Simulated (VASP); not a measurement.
```xyz
3
Lattice="1.8650 -3.2303 0.0000 1.8650 3.2303 0.0000 0.0000 0.0000 5.0800" Properties=species:S:1:pos:R:3 pbc="T T T"
Pt     0.0000     0.0000     0.0000
Se     1.8650     1.0768     1.2954
Se     1.8650    -1.0768     3.7846
```

The base run (VASP): PBE GGA, plane waves, VASP's PBE PAW potentials (set 64). Settings: 400 eV cut-off, 6×6×4 Γ-centred mesh, Gaussian smearing of 0.050 eV, potentials Pt Se.

One setting is varied; ΔE counts from the most expensive setting. The base run took about 10 core-seconds. Times come from single runs on busy shared machines, so they are rough: good to a factor of about 2.

The pressure holds a Pulay error that falls with the cut-off, as the column shows.

```
setting      cost over the base run  electronic steps  ΔE (meV/atom)  pressure (GPa)
-----------  ----------------------  ----------------  -------------  --------------
ENCUT = 150                       ?                13              ?               ?
ENCUT = 300    within a factor of 2                13           -2.0            4.63
base run                  reference                13            0.3            4.78
ENCUT = 450    within a factor of 2                13            0.1            4.82
ENCUT = 600    within a factor of 2                13            0.0            4.82
ENCUT = 650    within a factor of 2                13            0.0            4.83
ENCUT = 750           about 3 times                13            0.0            4.83
```

Q: What belongs in the gaps?

A: 
- ENCUT = 150, cost over the base run: about 1/2
- ENCUT = 150, ΔE (meV/atom): 150.8
- ENCUT = 150, pressure (GPa): -54.90

Left out are runs that failed, have no time on record or changed the cell.

The compound is PtSe2 in the 1T layered structure. The cell was not relaxed at this level.
